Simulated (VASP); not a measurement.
Computed with PBE GGA with D3 dispersion (Becke-Johnson damping), VASP's PBE PAW potentials (set 64) (plane waves; VASP).

Input for VASP

File KPOINTS:
```
Automatic mesh
0
Gamma
11 11 11
0 0 0
```

**INCAR**
```
SYSTEM  =  PdIn
PREC  =  Accurate; ENCUT  =  520; LREAL  =  .False.
LASPH  =  .True.
EDIFF  =  1E-7; NELM  =  100; ALGO  =  Normal
LMAXMIX  =  4
ISMEAR  =  1; SIGMA  =  0.1
GGA  =  PE; IVDW  =  12
ISIF  =  2
LWAVE  =  .False.; LCHARG  =  .False.
```

POSCAR:
```
PdIn
1
    3.1950523506     0.0000000000     0.0000000000
    0.0000000000     3.1950523506     0.0000000000
    0.0000000000     0.0000000000     3.1950523506
In Pd
1 1
Direct
  0.5000000000   0.5000000000   0.5000000000
  0.0000000000   0.0000000000   0.0000000000
```

POTCAR, in this order: In_d Pd (PBE.64 set). Program: vasp_std.

Unless said otherwise, spin-orbit coupling is left out, though it shifts the bands of the heavy elements here.

Question: What does the run give for the energy per atom (σ→0), dispersion energy, pressure, band gap (on the k-mesh)?

Answer: 
energy per atom (σ→0): -4.877 eV/atom
dispersion energy: -1.154 eV
band gap (on the k-mesh): none (metal, semimetal or under 0.01 eV)
pressure: 9.30 GPa

File OSZICAR:
```
...
DAV:   7    -0.860801328703E+01    0.41523E-01   -0.74402E-02  2267   0.595E+00    0.153E+00
DAV:   8    -0.860110725416E+01    0.69060E-02   -0.17479E-02  1946   0.140E+00    0.415E-01
DAV:   9    -0.860033362955E+01    0.77362E-03   -0.19735E-03  2191   0.820E-01    0.537E-02
DAV:  10    -0.860033740820E+01   -0.37787E-05   -0.48814E-05  2278   0.124E-01    0.237E-02
DAV:  11    -0.860033875647E+01   -0.13483E-05   -0.41646E-06  2069   0.232E-02    0.368E-03
DAV:  12    -0.860033911389E+01   -0.35743E-06   -0.42208E-07  2156   0.653E-03    0.313E-03
DAV:  13    -0.860033902722E+01    0.86678E-07   -0.21735E-08  1113   0.204E-03
   1 F= -.97540349E+01 E0= -.97536389E+01  d E =-.118786E-02
```

The compound is PdIn in the CsCl type structure. This cell is one point of a volume scan, at 0.94 of the reference volume. The electron count is odd and the run is not spin-polarised, which forces a metal.
